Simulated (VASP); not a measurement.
An input for Ansatz (written as the equivalent of a VASP run, and not itself run):

Ansatz 0.2 input:
```yaml
crystal:
  lattice:
    - [3.4958700, 0.0000000, 0.0000000]
    - [-1.7479350, 3.0275120, 0.0000000]
    - [0.0000000, 0.0000000, 11.2479850]
  atoms:
    - { symbol: Er, position: [0.0000000, 0.0000000, 0.0000000], spin: 3 }
    - { symbol: Er, position: [0.0000000, 0.0000000, 0.5000000], spin: 3 }
    - { symbol: Er, position: [0.3333330, 0.6666670, 0.2500000], spin: 3 }
    - { symbol: Er, position: [0.6666670, 0.3333330, 0.7500000], spin: 3 }
kpoints:
  mp_grid: { grid: [6, 6, 2] }
hamiltonian:
  xc: pbe
  pseudopotentials: { kind: paw }
magnetization: { spin_polarized: true }
scf:
  occupations: { method: gaussian, width: 0.136 }
  max_iter: 100
output: { forces: true, stress: true, eigenvalues: true }
```

Task: Write the VASP files for the same calculation (PBE).

Result: One answer among several that fit: 
**INCAR**
```
SYSTEM  =  Er
PREC  =  Accurate; ENCUT  =  300; LREAL  =  .FALSE.
LASPH  =  .TRUE.
EDIFF  =  1E-6; NELM  =  100; ALGO  =  Normal
LMAXMIX  =  6
ISMEAR  =  0; SIGMA  =  0.136
GGA  =  PE
ISPIN  =  2; MAGMOM  =  4*3.0
ISIF  =  2
LWAVE  =  .FALSE.; LCHARG  =  .FALSE.; LORBIT  =  11
```

POSCAR:
```
Er
1
    3.4958700000     0.0000000000     0.0000000000
   -1.7479350000     3.0275120000     0.0000000000
    0.0000000000     0.0000000000    11.2479850000
Er
4
Direct
  0.0000000000   0.0000000000   0.0000000000
  0.0000000000   0.0000000000   0.5000000000
  0.3333330000   0.6666670000   0.2500000000
  0.6666670000   0.3333330000   0.7500000000
```

**KPOINTS**
```
kpoints
0
G
  6 6 2
0 0 0
```

POTCAR, in this order: Er (PBE.64 set). Program: vasp_std.

What does not carry over: each code has its own PAW files, so the cut-off isn't converted (ENCUT is set for VASP's; basis.ecutwfc is left out, and Ansatz then takes the one that its files recommend); Ansatz stops its SCF on the density residual and VASP on the energy change (EDIFF).

The structure was generated: Er was put into an ordered model structure, which need not be its known phase. The cell was not relaxed at this level. The k-mesh is coarse (spacing up to 0.35 per Å, 2π included), so the numbers may not be converged in it.
